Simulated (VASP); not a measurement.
A cell of PtAl2 (fluorite) near equilibrium:

```
Al2Pt
1.0
    0.00000     2.94714     2.94714
    2.94714     0.00000     2.94714
    2.94714     2.94714     0.00000
Al Pt
2 1
Direct
  0.25000   0.25000   0.25000
  0.75000   0.75000   0.75000
  0.00000   0.00000   0.00000
```

Level of theory: PBEsol GGA, VASP's PBE PAW potentials (set 64) (plane waves; VASP).

```json
[
 {"run": "as it is", "ΔE (meV/atom)": "0.0", "σxx": "0.08", "σyy": "0.08", "σzz": "0.08", "largest shear component, with its sign (GPa)": "0.00", "largest force (eV/Å)": "0.000"},
 {"run": "after one change", "ΔE (meV/atom)": "0.7", "σxx": "-1.35", "σyy": "-1.35", "σzz": "-1.12", "largest shear component, with its sign (GPa)": "0.00", "largest force (eV/Å)": "0.000"}
]
```
Stress is in GPa, positive when the cell is compressed.

### Question
What was changed between the two runs?
A. isotropic strain of -4.0 %
B. atom 2 (Al) moved by -0.150 Å along z
C. isotropic strain of +3.0 %
D. biaxial strain of +0.5 % in the xy plane

### Answer
D, biaxial strain of +0.5 % in the xy plane

The compound is PtAl2 in the fluorite structure.
